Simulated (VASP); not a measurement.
Be4TeSe3: relaxation of cell and atoms with PBE

Crystal: Be4TeSe3.

```
Be Te Se
1.0
     7.48300    0.00000    0.00000
     0.00000    6.47628    0.00000
     0.00000    0.00000    6.16677
Be Te Se
8 2 6
Direct
  0.50000 0.31169 0.36709
  0.73743 0.15794 0.86765
  0.26257 0.15794 0.86765
  0.00000 0.33851 0.39549
  0.50000 0.66149 0.89549
  0.23743 0.84206 0.36765
  0.00000 0.68831 0.86709
  0.76257 0.84206 0.36765
  0.00000 0.33567 0.00084
  0.50000 0.66433 0.50084
  0.50000 0.32626 0.00034
  0.75106 0.16472 0.50051
  0.24894 0.16472 0.50051
  0.25106 0.83528 0.00051
  0.00000 0.67374 0.50034
  0.74894 0.83528 0.00051
```

The cell was built by a generator and needn't be a form met in nature.

```yaml
Program: VASP 6.6.1
Task: relaxation of cell and atoms
Functional: PBE
Potentials_or_basis: VASP PAW PBE potentials, release 64 (Be, Te, Se)
Cutoff: 520 eV
k_mesh: 4 × 4 × 4
Occupations: gaussian, width 0.03 eV
Spin: no spin polarisation
Further_INCAR_settings: ALGO = Normal; EDIFF = 1e-07; IBRION = 2; POTIM = 0.3; EDIFFG = -0.005; NSW = 60; ISIF = 3
```

```yaml
Relaxed_volume: 18.67 Å³/atom
Relaxed_cell: a = 7.482 Å, b = 6.476 Å, c = 6.166 Å, α = 90.00°, β = 90.00°, γ = 90.00°
Space_group_after_relaxing_to_0.05_Å: Pmn2_1 (No. 31)
Energy_gained_by_relaxing: 0.0 meV/atom
Ionic_steps: 3
Pressure_after_relaxing: 0.0 GPa
Largest_force_after_relaxing: 0.004 eV/Å
Band_gap_on_the_k_mesh: 2.89 eV, direct
```

Forces in eV/Å, atoms in the order of the input:
```
Be   0.000  0.004 -0.001
Be  -0.003 -0.001  0.000
Be   0.003 -0.001  0.000
Be   0.000 -0.002 -0.004
Be   0.000  0.002 -0.004
Be  -0.003  0.001  0.000
Be   0.000 -0.004 -0.001
Be   0.003  0.001  0.000
Te   0.000  0.001 -0.002
Te   0.000 -0.001 -0.002
Se   0.000 -0.001  0.003
Se   0.000  0.000  0.002
Se   0.000  0.000  0.002
Se   0.000  0.000  0.002
Se   0.000  0.001  0.003
Se   0.000  0.000  0.002
```

Final structure:
```
CELL_PARAMETERS angstrom
7.48205 0.00000 0.00000
0.00000 6.47606 0.00000
0.00000 0.00000 6.16630
ATOMIC_POSITIONS crystal
Be 0.50000 0.31175 0.36706
Be 0.73740 0.15794 0.86763
Be 0.26260 0.15794 0.86763
Be 0.00000 0.33848 0.39544
Be 0.50000 0.66152 0.89544
Be 0.23740 0.84206 0.36763
Be 0.00000 0.68825 0.86706
Be 0.76260 0.84206 0.36763
Te 0.00000 0.33570 0.00081
Te 0.50000 0.66430 0.50081
Se 0.50000 0.32622 0.00041
Se 0.75108 0.16472 0.50055
Se 0.24892 0.16472 0.50055
Se 0.25108 0.83528 0.00055
Se 0.00000 0.67378 0.50041
Se 0.74892 0.83528 0.00055
```

Levels at points of the mesh, in eV from the valence-band top:
```csv
k point,band 30,band 31,band 32,band 33,band 34,band 35
"(0.00, 0.00, 0.00)",-0.23,-0.05,0.00,2.89,3.41,3.47
"(0.50, 0.00, 0.00)",-0.75,-0.68,-0.68,3.13,3.13,4.24
"(0.00, 0.50, 0.00)",-0.81,-0.70,-0.37,2.89,3.00,3.29
"(0.50, 0.50, 0.00)",-1.22,-1.16,-1.16,3.83,3.83,4.12
"(0.00, 0.00, 0.50)",-0.65,-0.58,-0.58,3.04,3.04,3.84
"(0.50, 0.00, 0.50)",-1.36,-1.15,-1.15,3.93,3.93,4.02
"(0.00, 0.50, 0.50)",-1.62,-1.01,-1.01,3.07,3.07,3.07
"(0.50, 0.50, 0.50)",-1.64,-1.52,-1.52,3.84,3.84,3.95
```

Wall time 92 s on 8 MPI ranks on Intel(R) Xeon(R) Platinum 8559C (Emerald Rapids), on a shared host, peak memory 0.58 GiB a rank.

Caveat: spin-orbit coupling is left out, which moves the levels of the heavy elements. A k mesh can miss the band edges.
